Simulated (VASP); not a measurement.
An input for Quantum ESPRESSO's pw.x (written as the equivalent of a VASP run, and not itself run):

```
&CONTROL
  calculation = 'vc-relax'
  pseudo_dir = './pseudo'
  outdir = './out'
  tprnfor = .true.
  tstress = .true.
  nstep = 60
  forc_conv_thr = 0.00078
/
&SYSTEM
  ibrav = 0
  nat = 5
  ntyp = 3
  ecutwfc = 84
  occupations = 'smearing'
  smearing = 'gaussian'
  degauss = 0.003675
  input_dft = 'pbesol'
/
&ELECTRONS
  conv_thr = 7.3e-08
  electron_maxstep = 100
/
&IONS
/
&CELL
/
ATOMIC_SPECIES
  Zr 91.224 Zr.upf
  Pb 207.200 Pb.upf
  O 15.999 O.upf
CELL_PARAMETERS angstrom
     4.1166504    0.0000000    0.0000000
     0.0000000    2.9272625    3.0127087
     0.0000000   -2.9272625    3.0127087
ATOMIC_POSITIONS crystal
  Zr   0.5000000  0.5076982  0.5076982
  Pb   0.0000000  0.9479790  0.9479790
  O    0.5000000  0.0295355  0.5630600
  O    0.5000000  0.5630600  0.0295355
  O    0.0000000  0.5587174  0.5587174
K_POINTS automatic
  5 5 5 0 0 0
```

Task: Translate this input to VASP (INCAR, KPOINTS, POSCAR, choice of POTCAR).

Result: One answer among several that fit: 
### INCAR
```
SYSTEM  =  ZrPbO3
PREC  =  Accurate; ENCUT  =  520; LREAL  =  .FALSE.
LASPH  =  .TRUE.
EDIFF  =  1E-6; NELM  =  100; ALGO  =  Normal
LMAXMIX  =  4
ISMEAR  =  0; SIGMA  =  0.05
GGA  =  PS
IBRION  =  2; NSW  =  60; ISIF  =  3
EDIFFG  =  -0.02
LWAVE  =  .FALSE.; LCHARG  =  .FALSE.
```

**POSCAR**
```
ZrPbO3
1.0
  4.1166504148   0.0000000000   0.0000000000
  0.0000000000   2.9272624601   3.0127087038
  0.0000000000  -2.9272624601   3.0127087038
Zr Pb O
1 1 3
direct
  0.5000000000   0.5076981627   0.5076981627
  0.0000000000   0.9479790004   0.9479790004
  0.5000000000   0.0295354503   0.5630599784
  0.5000000000   0.5630599784   0.0295354503
  0.0000000000   0.5587174082   0.5587174082
```

### KPOINTS
```
K-points
0
gamma
  5 5 5
```

POTCAR, in this order: Zr_sv Pb_d O (PBE.64 set). Program: vasp_std.

The two are equivalent in intent, not identical: the potentials are each code's own (VASP's PAW set, PseudoDojo norm-conserving files in pw.x), so ENCUT and ecutwfc are chosen apart and not converted; conv_thr bounds pw.x's estimated SCF error, while EDIFF bounds the energy change between steps; forc_conv_thr acts on force components and is met together with etot_conv_thr.

The structure comes from a computed database's ZrPbO3 entry (Amm2); how it stands against other phases isn't given here. This run relaxes it. Symmetry was kept, so distortions that lower it aren't found. The start is the result of an earlier pass.
